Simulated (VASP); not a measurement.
Energy against volume of NaF (rock salt). Method: optB88-vdW, VASP's PBE PAW potentials (set 64) (plane waves; VASP 6.6.1).

```csv
V (Å³/atom),E (eV/atom)
11.643,-2.35430
12.015,-2.36105
12.386,-2.36351
12.758,-2.36243
13.130,-2.35825
```

Q: Fit a third-order Birch-Murnaghan equation of state.

A: 
```json
{
 "volume_per_atom": "12.45 Å³/atom",
 "bulk_modulus": "50.5 GPa",
 "pressure_derivative_of_the_bulk_modulus": "4.53",
 "lattice_constant_a": "4.635 Å"
}
```

The compound is NaF in the rock salt structure. It was relaxed first.
